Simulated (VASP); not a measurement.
Computed with r2SCAN meta-GGA, VASP's PBE PAW potentials (set 64) (plane waves; VASP 6.6.1).

VASP ran on this input.

File KPOINTS:
```
Automatic mesh
0
Gamma
12 12 10
0 0 0
```

### INCAR
```
SYSTEM = CuAu
PREC = Accurate
ENCUT = 480
EDIFF = 1E-7
NELM = 100
ALGO = Normal
LREAL = .FALSE.
LASPH = .TRUE.
ISMEAR = 1
SIGMA = 0.1
METAGGA = R2SCAN
LMIXTAU = .TRUE.
LMAXMIX = 6
LWAVE = .FALSE.
LCHARG = .FALSE.
ISIF = 2
```

File POSCAR:
```
CuAu
1
    2.8673139389     0.0000000000    -0.0000000000
   -0.0000000000     2.8673139389    -0.0000000000
    0.0000000000     0.0000000000     3.5329084820
Cu Au
1 1
Direct
  0.0000000000   0.0000000000   0.0000000000
  0.5000000000   0.5000000000   0.4929236774
```

POTCAR, in this order: Cu Au (PBE.64 set). Program: vasp_std.

The resulting files:

File OSZICAR:
```
       N       E                     dE             d eps       ncg     rms          rms(c)
DAV:   1     0.700482023063E+02    0.70048E+02   -0.11195E+04  5288   0.202E+03
DAV:   2    -0.631077785744E+02   -0.13316E+03   -0.12693E+03  5145   0.332E+02
DAV:   3    -0.678248572404E+02   -0.47171E+01   -0.46486E+01  6322   0.739E+01
DAV:   4    -0.678767695781E+02   -0.51912E-01   -0.51897E-01  5838   0.657E+00
DAV:   5    -0.678785127285E+02   -0.17432E-02   -0.17431E-02  7639   0.132E+00    0.118E+01
DAV:   6    -0.620951636518E+02    0.57833E+01   -0.14846E+01  5199   0.103E+02    0.684E+00
DAV:   7    -0.615656556194E+02    0.52951E+00   -0.38835E+00  5803   0.946E+01    0.554E+00
DAV:   8    -0.615456661735E+02    0.19989E-01   -0.17801E-01  7674   0.104E+01    0.296E+00
DAV:   9    -0.615492527264E+02   -0.35866E-02   -0.38528E-02  6636   0.393E+00    0.355E-01
DAV:  10    -0.615483362949E+02    0.91643E-03   -0.13182E-02  6102   0.182E+00    0.800E-02
DAV:  11    -0.615500860965E+02   -0.17498E-02   -0.44810E-03  5771   0.119E+00    0.821E-02
DAV:  12    -0.615507537626E+02   -0.66767E-03   -0.51182E-04  6711   0.316E-01    0.423E-02
DAV:  13    -0.615507679012E+02   -0.14139E-04   -0.17314E-04  6490   0.313E-01    0.875E-03
DAV:  14    -0.615507897435E+02   -0.21842E-04   -0.15326E-05  5806   0.509E-02    0.218E-03
DAV:  15    -0.615507903464E+02   -0.60288E-06   -0.52939E-07  6230   0.802E-03    0.122E-03
DAV:  16    -0.615507902889E+02    0.57475E-07   -0.43942E-07  6013   0.841E-03
   1 F= -.61550790E+02 E0= -.61550758E+02  d E =-.962541E-04
```

File OUTCAR:
```
------------------------ aborting loop because EDIFF is reached ----------------------------------------
  FORCE on cell =-STRESS in cart. coord.  units (eV):
  Direction    XX          YY          ZZ          XY          YZ          ZX
  --------------------------------------------------------------------------------------
  Total        0.1366799      0.1366799      0.0188998      0.0000000      0.0000000      0.0000000
  in kB        7.5393224      7.5393224      1.0425230      0.0000000      0.0000000      0.0000000
  external PRESSURE =       5.3737226 kB  Pullay stress =       0.0000000 kB
  volume of cell :       29.05
      direct lattice vectors                 reciprocal lattice vectors
     2.867313939  0.000000000  0.000000000     0.348758462  0.000000000  0.000000000
     0.000000000  2.867313939  0.000000000     0.000000000  0.348758462  0.000000000
     0.000000000  0.000000000  3.532908482     0.000000000  0.000000000  0.283052902
 POSITION                                       TOTAL-FORCE (eV/Angst)
 -----------------------------------------------------------------------------------
      0.00000      0.00000      0.00000         0.000000      0.000000     -0.167638
      1.43366      1.43366      1.74145        -0.000000      0.000000      0.167638
 -----------------------------------------------------------------------------------
    total drift:                               -0.000000      0.000000      0.000631
  FREE ENERGIE OF THE ION-ELECTRON SYSTEM (eV)
  ---------------------------------------------------
  free  energy   TOTEN  =       -61.5507902889 eV

  energy  without entropy=      -61.5506940348  energy(sigma->0) =      -61.55075820
```
(Selected blocks of OUTCAR.)

The compound is CuAu in the L1_0 structure. This cell was strained or had an atom moved on purpose.
